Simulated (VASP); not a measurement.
Output of a VASP run:

**OSZICAR**
```
       N       E                     dE             d eps       ncg     rms          rms(c)
DAV:   1     0.417359887370E+02    0.41736E+02   -0.40454E+03   360   0.776E+02
DAV:   2    -0.274158705048E+01   -0.44478E+02   -0.43374E+02   496   0.125E+02
DAV:   3    -0.518656104372E+01   -0.24450E+01   -0.24439E+01   386   0.350E+01
DAV:   4    -0.520221199515E+01   -0.15651E-01   -0.15650E-01   539   0.329E+00
DAV:   5    -0.520223049960E+01   -0.18504E-04   -0.18504E-04   427   0.810E-02    0.314E+00
DAV:   6    -0.465549680321E+01    0.54673E+00   -0.78724E-01   389   0.353E+00    0.128E+00
DAV:   7    -0.453945593788E+01    0.11604E+00   -0.67804E-01   396   0.318E+00    0.542E-01
DAV:   8    -0.454869424816E+01   -0.92383E-02   -0.44909E-02   376   0.996E-01    0.242E-01
DAV:   9    -0.454466003929E+01    0.40342E-02   -0.12194E-02   376   0.466E-01    0.410E-02
DAV:  10    -0.454472070800E+01   -0.60669E-04   -0.11343E-03   420   0.152E-01    0.110E-02
DAV:  11    -0.454472253419E+01   -0.18262E-05   -0.11264E-05   445   0.222E-02    0.442E-03
DAV:  12    -0.454472260664E+01   -0.72445E-07   -0.12260E-06   378   0.869E-03
   1 F= -.45447226E+01 E0= -.45447226E+01  d E =-.454472E+01
       N       E                     dE             d eps       ncg     rms          rms(c)
DAV:   1    -0.458371714109E+01   -0.38995E-01   -0.70519E-01   360   0.528E+00    0.747E-01
DAV:   2    -0.455898179652E+01    0.24735E-01   -0.33152E-02   376   0.110E+00    0.347E-01
DAV:   3    -0.455174338710E+01    0.72384E-02   -0.26060E-02   361   0.956E-01    0.763E-02
DAV:   4    -0.455172078393E+01    0.22603E-04   -0.17937E-04   381   0.111E-01    0.366E-02
DAV:   5    -0.455172548800E+01   -0.47041E-05   -0.25746E-05   392   0.332E-02    0.112E-02
DAV:   6    -0.455172552967E+01   -0.41666E-07   -0.19326E-06   346   0.739E-03
   2 F= -.45517255E+01 E0= -.45517255E+01  d E =-.700292E-02
       N       E                     dE             d eps       ncg     rms          rms(c)
DAV:   1    -0.462146606229E+01   -0.69741E-01   -0.14226E+00   360   0.754E+00    0.106E+00
DAV:   2    -0.457170204311E+01    0.49764E-01   -0.66757E-02   372   0.156E+00    0.493E-01
DAV:   3    -0.455719270718E+01    0.14509E-01   -0.52357E-02   360   0.136E+00    0.109E-01
DAV:   4    -0.455713900278E+01    0.53704E-04   -0.37460E-04   375   0.161E-01    0.519E-02
DAV:   5    -0.455714618407E+01   -0.71813E-05   -0.52360E-05   397   0.475E-02    0.158E-02
DAV:   6    -0.455714619222E+01   -0.81477E-08   -0.37477E-06   368   0.104E-02
   3 F= -.45571462E+01 E0= -.45571462E+01  d E =-.124236E-01
       N       E                     dE             d eps       ncg     rms          rms(c)
DAV:   1    -0.457152050533E+01   -0.14374E-01   -0.30466E-01   360   0.347E+00    0.490E-01
DAV:   2    -0.456085534345E+01    0.10665E-01   -0.14393E-02   372   0.728E-01    0.228E-01
DAV:   3    -0.455774946942E+01    0.31059E-02   -0.11206E-02   360   0.631E-01    0.498E-02
DAV:   4    -0.455774099762E+01    0.84718E-05   -0.78563E-05   375   0.747E-02    0.242E-02
DAV:   5    -0.455774404241E+01   -0.30448E-05   -0.11971E-05   394   0.226E-02    0.700E-03
DAV:   6    -0.455774380590E+01    0.23651E-06   -0.85149E-07   218   0.482E-03
   4 F= -.45577438E+01 E0= -.45577438E+01  d E =-.130212E-01
```

File OUTCAR:
```
------------------------ aborting loop because EDIFF is reached ----------------------------------------
  FORCE on cell =-STRESS in cart. coord.  units (eV):
  Direction    XX          YY          ZZ          XY          YZ          ZX
  --------------------------------------------------------------------------------------
  Total        0.0035552      0.0035552      0.0035552      0.0000000      0.0000000     -0.0000000
  in kB        0.1102756      0.1102756      0.1102756      0.0000000      0.0000000     -0.0000000
  external PRESSURE =       0.1102756 kB  Pullay stress =       0.0000000 kB
  volume of cell :       51.65
      direct lattice vectors                 reciprocal lattice vectors
     3.724203811 -0.000000000  0.000000000     0.268513769 -0.000000000 -0.000000000
     0.000000000  3.724203811  0.000000000     0.000000000  0.268513769 -0.000000000
     0.000000000  0.000000000  3.724203811    -0.000000000  0.000000000  0.268513769
 POSITION                                       TOTAL-FORCE (eV/Angst)
 -----------------------------------------------------------------------------------
      0.00000      0.00000      0.00000        -0.000000      0.000000      0.000000
      1.86210      1.86210      1.86210         0.000000      0.000000      0.000000
 -----------------------------------------------------------------------------------
    total drift:                               -0.000000      0.000000      0.000000
  FREE ENERGIE OF THE ION-ELECTRON SYSTEM (eV)
  ---------------------------------------------------
  free  energy   TOTEN  =        -4.5577438059 eV

  energy  without entropy=       -4.5577438059  energy(sigma->0) =       -4.55774381

 reached required accuracy - stopping structural energy minimisation
```
(Selected blocks of OUTCAR.)

POSCAR:
```
CsH
1
    3.8184100000     0.0000000000     0.0000000000
    0.0000000000     3.8184100000     0.0000000000
    0.0000000000     0.0000000000     3.8184100000
Cs H
1 1
Direct
  0.0000000000   0.0000000000   0.0000000000
  0.5000000000   0.5000000000   0.5000000000
```

Question: Write an INCAR and KPOINTS that could have produced this output.

Answer: One answer among several that fit: the input of the run itself, PBEsol GGA, plane waves, VASP's PBE PAW potentials (set 64).

### KPOINTS
```
Regular mesh
0
Gamma
 6 6 6
```

### INCAR
```
ALGO=Normal
EDIFF=1E-6
EDIFFG=-0.01
ENCUT=400
GGA=PS
IBRION=2
ISIF=3
ISMEAR=0
LASPH=.TRUE.
LCHARG=.FALSE.
LMAXMIX=4
LREAL=.FALSE.
LWAVE=.FALSE.
NELM=100
NSW=60
PREC=Accurate
SIGMA=0.05
SYSTEM=CsH
```

POTCAR, in this order: Cs_sv H (PBE.64 set). Program: vasp_std.

Energy and stress use the plane-wave basis of the starting cell.

The structure comes from a computed database's CsH entry (Pm-3m); how it stands against other phases isn't given here. This run relaxes it. Symmetry was kept, so distortions that lower it aren't found.
